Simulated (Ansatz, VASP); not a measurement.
Two plane-wave programs on Al2BC3

Contents of INCAR:

```
SYSTEM = Al2BC3
  PREC = Accurate
  ENCUT = 600
  EDIFF = 1E-7
  ISMEAR = 0
  SIGMA = 0.1
  LREAL = .False.
  LASPH = .True.
  NELM = 60
  ALGO = Normal
  ISIF = 3
  LWAVE = .False.
  LCHARG = .False.
  GGA = PE
  IBRION = 2
  NSW = 90
  EDIFFG = -0.04
```

KPOINTS

```
Automatic mesh
0
Gamma
  4 4 4
  0 0 0
```

Contents of POSCAR:

```
Al2BC3
1.0
    4.0491962600      0.0000000000      0.0000000000
    0.0000000000      4.0491962600      0.0000000000
    0.0000000000      0.0000000000      4.5183010200
Al B C
2 1 3
Direct
    0.0000000000      0.0000000000      0.0000000000
    0.5000000000      0.5000000000      0.0000000000
    0.0000000000      0.0000000000      0.5000000000
    0.5000000000      0.0000000000      0.0000000000
    0.0000000000      0.5000000000      0.0000000000
    0.5000000000      0.5000000000      0.5000000000
```

Input for Ansatz:

```yaml
crystal:
  lattice:
    - [4.04919626, 0.0, 0.0]
    - [0.0, 4.04919626, 0.0]
    - [0.0, 0.0, 4.51830102]
  atoms:
    - { symbol: Al, position: [0.0, 0.0, 0.0] }
    - { symbol: Al, position: [0.5, 0.5, 0.0] }
    - { symbol: B, position: [0.0, 0.0, 0.5] }
    - { symbol: C, position: [0.5, 0.0, 0.0] }
    - { symbol: C, position: [0.0, 0.5, 0.0] }
    - { symbol: C, position: [0.5, 0.5, 0.5] }
basis:
  ecutwfc: 420
kpoints:
  mp_grid: { grid: [4, 4, 4] }
hamiltonian:
  xc: pbe
scf:
  occupations: { method: gaussian, width: 0.1 }
  lower_state_search: "off"
output:
  forces: true
  stress: true
  eigenvalues: true
relax:
  adjacent_minimum: "off"
  f_tol: 0.04
  max_steps: 70
  cell: { stress_tol: 0.4 }
```

Alike in both runs: task relaxation of cell and atoms; functional PBE; k mesh 4 × 4 × 4; occupations gaussian, width 0.1 eV; no spin polarisation.

|  | VASP | Ansatz |
| --- | --- | --- |
| version | VASP 6.6.1 | Ansatz 0.2.0 |
| potentials or method | VASP PAW PBE potentials, release 64 (Al, B, C) | scalar-relativistic, plane waves, PAW |
| plane-wave cutoff (eV) | 600 | 420 |
| valence electrons in the cell | 21 | 21 |

```csv
,VASP,Ansatz,Ansatz less VASP
"gap on the k mesh at the Fermi level, each at its own relaxed structure (eV)",none,none,-
relaxed volume (Å³/atom),12.03,12.03,-0.002
relaxed cell length with the largest relative difference (Å),4.175,4.173,-0.0014
energy change over the relaxation (meV/atom),-52,-51,+0.5
```

A gap of «none» marks a metal or a gap that the smearing closes.

Caveats: the k mesh is coarse (spacing up to 0.39 Å⁻¹), so the values aren't converged.
